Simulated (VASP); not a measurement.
Data:

```
CELL_PARAMETERS angstrom
     -1.89281     1.89281     3.86065
      1.89281    -1.89281     3.86065
      1.89281     1.89281    -3.86065
ATOMIC_POSITIONS crystal
  Tc 0.00000 0.00000 0.00000
  Pt 0.75000 0.25000 0.50000
  Pt 0.25000 0.75000 0.50000
  Pt 0.50000 0.50000 0.00000
```

The numbers are results of PBEsol GGA, VASP's PBE PAW potentials (set 64) (plane waves; VASP), not measurements. Numerical set-up: 480 eV cut-off, 10×10×10 Γ-centred mesh, first-order Methfessel-Paxton smearing of 0.10 eV, potentials Tc_pv Pt.

Unless said otherwise, spin-orbit coupling is left out, though it shifts the bands of the heavy elements here.

**Question.** What does the run give for the energy per atom (σ→0), pressure, band gap (on the k-mesh) with the smallest direct gap where there is one?

**Answer.** 
```json
{
 "band gap (on the k-mesh)": "none (metal, semimetal or under 0.01 eV)",
 "energy per atom (σ→0)": "-8.114 eV/atom",
 "pressure": "19.99 GPa"
}
```

The absolute energy has meaning only against runs of the same code, potentials and settings.

The structure comes from a computed database's TcPt3 entry (I4/mmm); how it stands against other phases isn't given here. It was relaxed first under an external pressure of 20 GPa. The electron count is odd and the run is not spin-polarised, which forces a metal.
